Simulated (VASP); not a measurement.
## A VASP 6.6.1 relaxation on Zn2C

INCAR

```
PSTRESS = 10
IBRION = 2
LASPH = .TRUE.
NELM = 81
PREC = Accurate
NSW = 40
NBANDS = 21
EDIFF = 1E-7
ISMEAR = -1
SIGMA = 0.02
LWAVE = .FALSE.
ISIF = 3
EDIFFG = -5E-3
GGA = PE
LCHARG = .FALSE.
LREAL = .FALSE.
ENCUT = 600
```

KPOINTS

```
KPOINTS created by Atomic Simulation Environment
0
Monkhorst-Pack
8 8 8
0 0 0
```

POSCAR

```
C  Zn
 1.0000000000000000
     0.0000000000000000    2.2804873752999999    2.2804873752999999
     2.2804873752999999    0.0000000000000000    2.2804873752999999
     2.2804873752999999    2.2804873752999999    0.0000000000000000
 C   Zn
   1   2
Cartesian
  0.0000000000000000  0.0000000000000000  0.0000000000000000
  1.1402436876499999  1.1402436876499999  1.1402436876499999
  3.4207310629499998  3.4207310629499998  3.4207310629499998
```

The recommended PBE PAW datasets give the neutral cell 28 valence electrons.

Command

```
mpirun -np 1 vasp_std
```

Q: Predict the outcome of this run.

A: It converged. Results: relaxed cell vector lengths 3.677, 3.677, 3.677 Å; relaxed cell volume 35.16 Å³.

OSZICAR

```
N       E                     dE             d eps       ncg     rms          rms(c)
DAV:   1     0.158800679978E+03    0.15880E+03   -0.15592E+04  2744   0.254E+03
DAV:   2     0.184479970286E+01   -0.15696E+03   -0.14876E+03  2563   0.374E+02
DAV:   3    -0.873082906304E+01   -0.10576E+02   -0.10448E+02  2815   0.960E+01
DAV:   4    -0.885761201654E+01   -0.12678E+00   -0.12668E+00  2720   0.101E+01
DAV:   5    -0.885814388893E+01   -0.53187E-03   -0.53187E-03  2830   0.641E-01    0.221E+01
DAV:   6    -0.597747572219E+01    0.28807E+01   -0.50055E+00  3656   0.605E+01    0.149E+01
DAV:   7    -0.593659511541E+01    0.40881E-01   -0.14166E+00  2725   0.127E+01    0.755E+00
DAV:   8    -0.590434584403E+01    0.32249E-01   -0.20865E-02  3164   0.202E+00    0.196E+00
DAV:   9    -0.590196660346E+01    0.23792E-02   -0.22514E-03  3366   0.543E-01    0.110E-01
DAV:  10    -0.590200378838E+01   -0.37185E-04   -0.34552E-04  3635   0.208E-01    0.339E-02
...
DAV:   1    -0.929144198204E+01   -0.24595E-01   -0.27252E-01  2930   0.105E+01    0.114E+00
DAV:   2    -0.926914746469E+01    0.22295E-01   -0.74703E-02  2826   0.694E+00    0.430E-01
DAV:   3    -0.926684031348E+01    0.23072E-02   -0.18190E-03  2956   0.534E-01    0.217E-01
DAV:   4    -0.926608749840E+01    0.75282E-03   -0.20020E-04  3669   0.275E-01    0.719E-02
DAV:   5    -0.926598794843E+01    0.99550E-04   -0.92056E-05  4128   0.136E-01    0.559E-03
DAV:   6    -0.926598887158E+01   -0.92315E-06   -0.19416E-05  2645   0.363E-02    0.393E-03
DAV:   7    -0.926598805648E+01    0.81510E-06   -0.10453E-06  3393   0.210E-02    0.195E-03
DAV:   8    -0.926598787961E+01    0.17687E-06   -0.38611E-07  2588   0.126E-02    0.775E-04
DAV:   9    -0.926598793122E+01   -0.51607E-07   -0.17186E-08  1310   0.141E-03
   5 F= -.90465460E+01 E0= -.90465460E+01  d E =-.329259E+01
```

Standard output (part)

```
POSCAR found type information on POSCAR C Zn
 POSCAR found :  2 types and       3 ions
 LDA part: xc-table for (Slater+PW92), standard interpolation
 POSCAR, INCAR and KPOINTS ok, starting setup
 WAVECAR not read
 entering main loop
 curvature:   0.00 expect dE= 0.000E+00 dE for cont linesearch  0.000E+00
 search vector abs. value=  0.186E+02
 bond charge predicted
 trial-energy change:   -1.355264  1 .order   -5.831851  -18.623686    6.959985
 bond charge predicted
 curvature:  -0.03 expect dE=-0.403E-03 dE for cont linesearch -0.403E-03
 ZBRENT: interpolating
 opt :   0.4541  next Energy=    -9.044565 (dE=-0.329E+01)
 bond charge predicted
 curvature:  -0.23 expect dE=-0.675E-03 dE for cont linesearch -0.675E-03
 ZBRENT: interpolating
 opt :   0.4437  next Energy=    -9.046741 (dE=-0.329E+01)
 bond charge predicted
 curvature:  -0.42 expect dE=-0.202E-05 dE for cont linesearch -0.202E-05
 trial: gam=-0.00051 g(F)=  0.803E-47 g(S)=  0.484E-05 ort = 0.949E-02 (trialstep = 0.889E+00)
 search vector abs. value=  0.101E-09
 reached required accuracy - stopping structural energy minimisation
```

| ionic step | ΔH (meV/atom) | volume (Å³) | largest force (eV/Å) | pressure (GPa) | electronic steps |
| --- | --- | --- | --- | --- | --- |
| 1 | 0.0 | 23.72 | 0.000 | 133.71 | 14 |
| 2 | -451.8 | 54.06 | 0.000 | -20.76 | 13 |
| 3 | -1095.8 | 35.83 | 0.000 | -1.43 | 13 |
| 4 | -1097.2 | 35.46 | 0.000 | -0.12 | 9 |
| 5 | -1097.5 | 35.16 | 0.000 | 1.05 | 9 |

The shifted mesh misses Γ, so a band edge there is missed. The volume moved far on the plane waves of the start cell, so a restart from CONTCAR is due.

For comparison, a separate PBE relaxation on usual settings, not on those above, ends at 35.45 Å³.
